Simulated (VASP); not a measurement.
Calculation: PW91 GGA, VASP's PBE PAW potentials (set 64) (plane waves; VASP).

A VASP calculation is set up with these files.

### POSCAR
```
Mo
1
   -1.5995682612     1.5995682612     1.5995682612
    1.5995682612    -1.5995682612     1.5995682612
    1.5995682612     1.5995682612    -1.5995682612
Mo
1
Direct
  0.0000000000   0.0000000000   0.0000000000
```

### INCAR
```
ALGO = Normal
EDIFF = 1E-7
ENCUT = 520
GGA = 91
ISIF = 2
ISMEAR = 1
LASPH = .TRUE.
LCHARG = .FALSE.
LMAXMIX = 4
LREAL = .FALSE.
LWAVE = .FALSE.
NELM = 100
PREC = Accurate
SIGMA = 0.1
SYSTEM = Mo
```

KPOINTS:
```
Automatic mesh
0
Gamma
16 16 16
0 0 0
```

POTCAR, in this order: Mo_sv (PBE.64 set). Program: vasp_std.

Output

File OSZICAR:
```
       N       E                     dE             d eps       ncg     rms          rms(c)
DAV:   1     0.904114282283E+02    0.90411E+02   -0.83070E+03  3230   0.130E+03
DAV:   2    -0.101881097416E+02   -0.10060E+03   -0.97191E+02  3454   0.340E+02
DAV:   3    -0.115913002994E+02   -0.14032E+01   -0.13838E+01  3680   0.396E+01
DAV:   4    -0.115975361240E+02   -0.62358E-02   -0.62214E-02  3484   0.251E+00
DAV:   5    -0.115975604216E+02   -0.24298E-04   -0.24296E-04  3728   0.182E-01    0.133E+01
DAV:   6    -0.109630742772E+02    0.63449E+00   -0.11684E+00  3439   0.129E+01    0.326E+00
DAV:   7    -0.108866729090E+02    0.76401E-01   -0.20420E-01  3719   0.498E+00    0.102E+00
DAV:   8    -0.108829535128E+02    0.37194E-02   -0.42939E-03  3319   0.931E-01    0.189E-01
DAV:   9    -0.108829919795E+02   -0.38467E-04   -0.17485E-04  3726   0.172E-01    0.675E-02
DAV:  10    -0.108830002467E+02   -0.82673E-05   -0.11881E-05  3439   0.448E-02    0.576E-03
DAV:  11    -0.108830002316E+02    0.15088E-07   -0.35813E-07  3781   0.667E-03
   1 F= -.10883000E+02 E0= -.10883220E+02  d E =0.659825E-03
```

OUTCAR:
```
------------------------ aborting loop because EDIFF is reached ----------------------------------------
  FORCE on cell =-STRESS in cart. coord.  units (eV):
  Direction    XX          YY          ZZ          XY          YZ          ZX
  --------------------------------------------------------------------------------------
  Total       -0.7846792     -0.7846792     -0.7846792      0.0000000     -0.0000000      0.0000000
  in kB      -76.7952605    -76.7952605    -76.7952605      0.0000000     -0.0000000      0.0000000
  external PRESSURE =     -76.7952605 kB  Pullay stress =       0.0000000 kB
  volume of cell :       16.37
      direct lattice vectors                 reciprocal lattice vectors
    -1.599568261  1.599568261  1.599568261     0.000000000  0.312584347  0.312584347
     1.599568261 -1.599568261  1.599568261     0.312584347  0.000000000  0.312584347
     1.599568261  1.599568261 -1.599568261     0.312584347  0.312584347  0.000000000
 POSITION                                       TOTAL-FORCE (eV/Angst)
 -----------------------------------------------------------------------------------
      0.00000      0.00000      0.00000        -0.000000     -0.000000      0.000000
 -----------------------------------------------------------------------------------
    total drift:                                0.000000      0.000000      0.000000
  FREE ENERGIE OF THE ION-ELECTRON SYSTEM (eV)
  ---------------------------------------------------
  free  energy   TOTEN  =       -10.8830002316 eV

  energy  without entropy=      -10.8836600566  energy(sigma->0) =      -10.88322017
```
(Selected blocks of OUTCAR.)

The compound is Mo in the bcc structure. This cell is one point of a volume scan, at 1.03 of the reference volume.
